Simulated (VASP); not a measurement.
Level of theory: PBEsol GGA, VASP's PBE PAW potentials (set 64) (plane waves; VASP).

VASP input:

**INCAR**
```
! general
SYSTEM  = GaAs4B3
PREC    = Accurate
ENCUT   = 520
LREAL   = .FALSE.   ! projection in real space or not
LASPH   = .TRUE.   ! aspherical one-centre terms

! electronic loop
EDIFF   = 1E-7   ! SCF stop (eV)
NELM    = 100
ALGO    = Normal
LMAXMIX = 4

! smearing
ISMEAR  = -5   ! tetrahedra, Bloechl

! functional
GGA     = PS   ! PBEsol

! ions
ISIF    = 2   ! forces and stress, cell fixed

! output
LWAVE   = .FALSE.
LCHARG  = .TRUE.
LORBIT  = 11   ! lm-projected
NEDOS   = 601   ! DOS grid

! other
LEFG    = .TRUE.
```

File POSCAR:
```
GaAs4B3
1
    5.0111162528     0.0000000000     0.0000000000
    0.0000000000     5.0111162528     0.0000000000
    0.0000000000     0.0000000000     5.0111162528
Ga As B
1 4 3
Direct
  0.0000000000   0.0000000000   0.0000000000
  0.2662400070   0.2662400070   0.2662400070
  0.7337599930   0.7337599930   0.2662400070
  0.7337599930   0.2662400070   0.7337599930
  0.2662400070   0.7337599930   0.7337599930
  0.5000000000   0.5000000000   0.0000000000
  0.5000000000   0.0000000000   0.5000000000
  0.0000000000   0.5000000000   0.5000000000
```

File KPOINTS:
```
Automatic mesh
0
Gamma
  5 5 5
0 0 0
```

POTCAR, in this order: Ga_d As B (PBE.64 set). Program: vasp_std.

Output

### OUTCAR
```
 ion  position               nearest neighbor table
   1  0.000  0.000  0.000-   2 2.31   3 2.31   4 2.31   5 2.31
   2  0.266  0.266  0.266-   6 2.13   7 2.13   8 2.13   1 2.31
   3  0.734  0.734  0.266-   6 2.13   7 2.13   8 2.13   1 2.31
   4  0.734  0.266  0.734-   6 2.13   7 2.13   8 2.13   1 2.31
   5  0.266  0.734  0.734-   6 2.13   7 2.13   8 2.13   1 2.31
   6  0.500  0.500  0.000-   2 2.13   3 2.13   4 2.13   5 2.13
   7  0.500  0.000  0.500-   2 2.13   3 2.13   4 2.13   5 2.13
   8  0.000  0.500  0.500-   2 2.13   3 2.13   4 2.13   5 2.13
  LATTYP: Found a simple cubic cell.
 ALAT       =     5.0111162528
 Subroutine PRICEL returns:
 Original cell was already a primitive cell.
 Subroutine GETGRP returns: Found 24 space group operations
The static configuration has the point symmetry T_d .
The dynamic configuration has the point symmetry T_d .
 Subroutine INISYM returns: Found 24 space group operations
 Subroutine IBZKPT returns following result:
 Found     10 irreducible k-points:

 Following reciprocal coordinates:
            Coordinates               Weight
  0.000000  0.000000  0.000000      1.000000
  0.200000  0.000000  0.000000      6.000000
  0.400000  0.000000  0.000000      6.000000
...
```

**OSZICAR**
```
       N       E                     dE             d eps       ncg     rms          rms(c)
DAV:   1     0.282404442631E+03    0.28240E+03   -0.18637E+04   546   0.174E+03
DAV:   2    -0.757773308699E+01   -0.28998E+03   -0.28224E+03   578   0.407E+02
DAV:   3    -0.443398551778E+02   -0.36762E+02   -0.36001E+02   662   0.118E+02
DAV:   4    -0.456495607817E+02   -0.13097E+01   -0.13025E+01   672   0.221E+01
DAV:   5    -0.456738668591E+02   -0.24306E-01   -0.24244E-01   694   0.288E+00    0.800E+00
DAV:   6    -0.445390052027E+02    0.11349E+01   -0.25185E+00   668   0.123E+01    0.409E+00
DAV:   7    -0.443458470498E+02    0.19316E+00   -0.57123E-01   680   0.365E+00    0.168E+00
DAV:   8    -0.443234213448E+02    0.22426E-01   -0.67209E-02   632   0.158E+00    0.214E-01
DAV:   9    -0.443241480175E+02   -0.72667E-03   -0.44268E-03   656   0.477E-01    0.923E-02
DAV:  10    -0.443243393954E+02   -0.19138E-03   -0.86103E-04   648   0.187E-01    0.290E-02
DAV:  11    -0.443243298047E+02    0.95907E-05   -0.96510E-05   696   0.541E-02    0.149E-02
DAV:  12    -0.443243328665E+02   -0.30618E-05   -0.10744E-05   654   0.248E-02    0.393E-03
DAV:  13    -0.443243334931E+02   -0.62660E-06   -0.16408E-06   664   0.832E-03    0.102E-03
DAV:  14    -0.443243336173E+02   -0.12426E-06   -0.63963E-08   384   0.180E-03    0.262E-04
DAV:  15    -0.443243336172E+02    0.75033E-10   -0.13733E-08   320   0.116E-03
   1 F= -.44324334E+02 E0= -.44324334E+02  d E =0.000000E+00
```

File OUTCAR:
```
------------------------ aborting loop because EDIFF is reached ----------------------------------------
  FORCE on cell =-STRESS in cart. coord.  units (eV):
  Direction    XX          YY          ZZ          XY          YZ          ZX
  --------------------------------------------------------------------------------------
  Total       -0.0512699     -0.0512699     -0.0512699     -0.0000000     -0.0000000     -0.0000000
  in kB       -0.6527846     -0.6527846     -0.6527846     -0.0000000     -0.0000000     -0.0000000
  external PRESSURE =      -0.6527846 kB  Pullay stress =       0.0000000 kB
  volume of cell :      125.84
      direct lattice vectors                 reciprocal lattice vectors
     5.011116253  0.000000000  0.000000000     0.199556336  0.000000000  0.000000000
     0.000000000  5.011116253  0.000000000     0.000000000  0.199556336  0.000000000
     0.000000000  0.000000000  5.011116253     0.000000000  0.000000000  0.199556336
 POSITION                                       TOTAL-FORCE (eV/Angst)
 -----------------------------------------------------------------------------------
      0.00000      0.00000      0.00000         0.000000      0.000000     -0.000000
      1.33416      1.33416      1.33416         0.009688      0.009688      0.009688
      3.67696      3.67696      1.33416        -0.009688     -0.009688      0.009688
      3.67696      1.33416      3.67696        -0.009688      0.009688     -0.009688
      1.33416      3.67696      3.67696         0.009688     -0.009688     -0.009688
      2.50556      2.50556      0.00000        -0.000000      0.000000     -0.000000
      2.50556      0.00000      2.50556        -0.000000      0.000000      0.000000
      0.00000      2.50556      2.50556        -0.000000      0.000000      0.000000
 -----------------------------------------------------------------------------------
    total drift:                                0.000000      0.000000      0.000000
  FREE ENERGIE OF THE ION-ELECTRON SYSTEM (eV)
  ---------------------------------------------------
  free  energy   TOTEN  =       -44.3243336172 eV

  energy  without entropy=      -44.3243336172  energy(sigma->0) =      -44.32433362

 total charge

# of ion       s       p       d       tot
------------------------------------------
    1        0.908   1.061  10.019  11.988
    2        1.185   1.635   0.067   2.887
    3        1.185   1.635   0.067   2.887
    4        1.185   1.635   0.067   2.887
    5        1.185   1.635   0.067   2.887
    6        0.643   1.066   0.000   1.709
    7        0.643   1.066   0.000   1.709
    8        0.643   1.066   0.000   1.709
--------------------------------------------------
tot          7.575  10.798  10.289  28.662

 Electric field gradients after diagonalization (V/A^2)
 (convention: |V_zz| > |V_xx| > |V_yy|)
----------------------------------------------------------------------
 ion       V_xx      V_yy      V_zz     asymmetry (V_yy - V_xx)/ V_zz
----------------------------------------------------------------------
   1      -0.000     0.000     0.000       1.246
   2      44.808    44.808   -89.617       0.000
   3      44.808    44.808   -89.617       0.000
   4      44.808    44.808   -89.617       0.000
   5      44.808    44.808   -89.617       0.000
   6      -0.160    -0.160     0.321       0.000
   7      -0.160    -0.160     0.321       0.000
   8      -0.160    -0.160     0.321       0.000
```
(Selected blocks of OUTCAR.)

The structure was generated: GaAs4B3 was put into an ordered model structure (P-43m), which need not be its known phase. It was relaxed first.
